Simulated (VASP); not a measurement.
Calculation: revPBE GGA, VASP's PBE PAW potentials (set 64) (plane waves; VASP 6.6.1).

The input files of a VASP run:

POSCAR:
```
Lu
1
    1.7925845623    -3.1048476302     0.0000000000
    1.7925845623     3.1048476302     0.0000000000
    0.0000000000     0.0000000000     5.6004795160
Lu
2
Direct
  0.3333330000   0.6666670000   0.2500000000
  0.6666670000   0.3333330000   0.7500000000
```

File KPOINTS:
```
Regular mesh
0
gamma
  12 12 7
```

INCAR:
```
NSW=30   # most ionic steps
LWAVE=.FALSE.
ENCUT=520
EDIFFG=-0.01
LREAL=.FALSE.
SYSTEM=Lu
EDIFF=1E-7   # SCF stop (eV)
GGA=RE
SIGMA=0.1
LCHARG=.FALSE.
IBRION=2
PREC=Accurate
ISIF=4   # ions and shape, fixed volume
NELM=100
ALGO=Normal
LMAXMIX=6   # l cut-off of mixed one-centre charges
LASPH=.TRUE.
ISMEAR=1   # Methfessel-Paxton
```

POTCAR, in this order: Lu_3 (PBE.64 set). Program: vasp_std.

Task: What will the output report for the number of irreducible k-points (NKPTS), largest plane-wave count, number of space-group operations, FFT grid (NGX, NGY, NGZ)?

Result: 
```yaml
number of irreducible k-points (NKPTS): 76
largest_plane_wave_count: 1701
number_of_space_group_operations: 24
FFT grid (NGX, NGY, NGZ): 28 × 28 × 42
```

The compound is Lu in the hcp structure. This cell is one point of a volume scan, at 1.03 of the reference volume. Symmetry was kept, so distortions that lower it aren't found.
